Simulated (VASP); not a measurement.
```
KCl
1.0
    0.00000     3.14500     3.14500
    3.14500     0.00000     3.14500
    3.14500     3.14500     0.00000
K Cl
1 1
Cartesian
  0.00000   0.10000   0.00000
  3.14500   3.14500   3.14500
```

The numbers are results of r2SCAN meta-GGA, VASP's PBE PAW potentials (set 64) (plane waves; VASP), not measurements. Numerical set-up: 480 eV cut-off, 8×8×8 Γ-centred mesh, Gaussian smearing of 0.050 eV, potentials K_sv Cl.

**Question.** Give the force on each atom (eV/Å).

**Answer.** 
```json
[
 {"atom": "K1", "Fx": "0.000", "Fy": "-0.152", "Fz": "0.000"},
 {"atom": "Cl2", "Fx": "0.000", "Fy": "0.152", "Fz": "0.000"}
]
```

**Question.** Give the stress tensor in GPa (positive for a compressed cell).

**Answer.** 
```
-0.04   0.00   0.00
 0.00   0.25   0.00
 0.00   0.00  -0.04
```
The pressure is its mean diagonal, 0.06 GPa.

The compound is KCl in the rock salt structure. This cell was strained or had an atom moved on purpose.
